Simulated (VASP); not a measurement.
Level of theory: PBE GGA, VASP's PBE PAW potentials (set 64) (plane waves; VASP).

A VASP calculation is set up with these files.

KPOINTS:
```
Automatic mesh
0
Gamma
4 4 4
0 0 0
```

**POSCAR**
```
YbSe
4.7230640
  1.0000000000   0.0000000000   0.0000000000
  0.0000000000   1.0000000000   0.0000000000
  0.0000000000   0.0000000000   1.2600832849
Yb Se
2 2
Cartesian
  0.5000000000   0.0000000000   0.2983877219
  0.0000000000   0.5000000000   0.9616955630
  0.0000000000   0.0000000000   0.0000000000
  0.5000000000   0.5000000000   0.0000000000
```

### INCAR
```
LWAVE = .FALSE.
SYSTEM = YbSe
ALGO = Normal
PREC = Accurate
SIGMA = 0.05   # width (eV)
LCHARG = .FALSE.
LREAL = .FALSE.   # projection in real space or not
NELM = 100
EDIFF = 1E-6   # SCF stop (eV)
ENCUT = 500
ISIF = 2   # forces and stress, cell fixed
LMAXMIX = 6   # l cut-off of mixed one-centre charges
ISMEAR = 0   # Gaussian
LASPH = .TRUE.
GGA = PE   # PBE
```

POTCAR, in this order: Yb_2 Se (PBE.64 set). Program: vasp_std.

Output

### OSZICAR
```
       N       E                     dE             d eps       ncg     rms          rms(c)
DAV:   1     0.139794239814E+03    0.13979E+03   -0.12006E+04   648   0.132E+03
DAV:   2    -0.691952873093E+01   -0.14671E+03   -0.14329E+03   856   0.295E+02
DAV:   3    -0.167148693921E+02   -0.97953E+01   -0.93106E+01   774   0.534E+01
DAV:   4    -0.169131009116E+02   -0.19823E+00   -0.19807E+00   790   0.804E+00
DAV:   5    -0.169158729484E+02   -0.27720E-02   -0.27718E-02   814   0.998E-01    0.197E+01
DAV:   6    -0.147412472154E+02    0.21746E+01   -0.42117E+00   692   0.898E+00    0.120E+01
DAV:   7    -0.144028570051E+02    0.33839E+00   -0.44256E+00   752   0.772E+00    0.314E+00
DAV:   8    -0.143182248145E+02    0.84632E-01   -0.14611E+00   678   0.474E+00    0.139E+00
DAV:   9    -0.142838834025E+02    0.34341E-01   -0.83200E-02   688   0.133E+00    0.512E-01
DAV:  10    -0.142815229790E+02    0.23604E-02   -0.40944E-02   728   0.631E-01    0.286E-01
DAV:  11    -0.142815555479E+02   -0.32569E-04   -0.20264E-03   688   0.249E-01    0.473E-02
DAV:  12    -0.142816162919E+02   -0.60744E-04   -0.88052E-05   710   0.540E-02    0.914E-03
DAV:  13    -0.142816279840E+02   -0.11692E-04   -0.11750E-05   714   0.209E-02    0.651E-03
DAV:  14    -0.142816308608E+02   -0.28768E-05   -0.39472E-06   570   0.106E-02    0.187E-03
DAV:  15    -0.142816308149E+02    0.45913E-07   -0.62877E-07   454   0.424E-03
   1 F= -.14281631E+02 E0= -.14276843E+02  d E =-.957596E-02
```

**OUTCAR**
```
------------------------ aborting loop because EDIFF is reached ----------------------------------------
  FORCE on cell =-STRESS in cart. coord.  units (eV):
  Direction    XX          YY          ZZ          XY          YZ          ZX
  --------------------------------------------------------------------------------------
  Total        7.4930185      7.4930185     -2.7023073      0.0000000      0.0000000      0.0000000
  in kB       90.4266922     90.4266922    -32.6117854      0.0000000      0.0000000      0.0000000
  external PRESSURE =      49.4138663 kB  Pullay stress =       0.0000000 kB
  volume of cell :      132.76
      direct lattice vectors                 reciprocal lattice vectors
     4.723064000  0.000000000  0.000000000     0.211726964  0.000000000  0.000000000
     0.000000000  4.723064000  0.000000000     0.000000000  0.211726964  0.000000000
     0.000000000  0.000000000  5.951454000     0.000000000  0.000000000  0.168026166
 POSITION                                       TOTAL-FORCE (eV/Angst)
 -----------------------------------------------------------------------------------
      2.36153      0.00000      1.40930        -0.000000      0.000000     -0.449724
      0.00000      2.36153      4.54215         0.000000      0.000000      0.449724
      0.00000      0.00000      0.00000         0.000000      0.000000      0.000000
      2.36153      2.36153      0.00000         0.000000     -0.000000      0.000000
 -----------------------------------------------------------------------------------
    total drift:                                0.000000      0.000000     -0.000000
  FREE ENERGIE OF THE ION-ELECTRON SYSTEM (eV)
  ---------------------------------------------------
  free  energy   TOTEN  =       -14.2816308149 eV

  energy  without entropy=      -14.2720548589  energy(sigma->0) =      -14.27684284
```
(Selected blocks of OUTCAR.)

The 4f electrons are frozen in the core of the lanthanide potential, so 4f levels, which can set the real gap, and their magnetism are missing.

The structure was generated: YbSe was put into the litharge type (P4/nmm), which need not be its known phase. The cell was not relaxed at this level. The k-mesh is coarse (spacing up to 0.33 per Å, 2π included), so the numbers may not be converged in it. The run is one of a series of settings (ENCUT = 500 against the base run), some of them coarse on purpose.
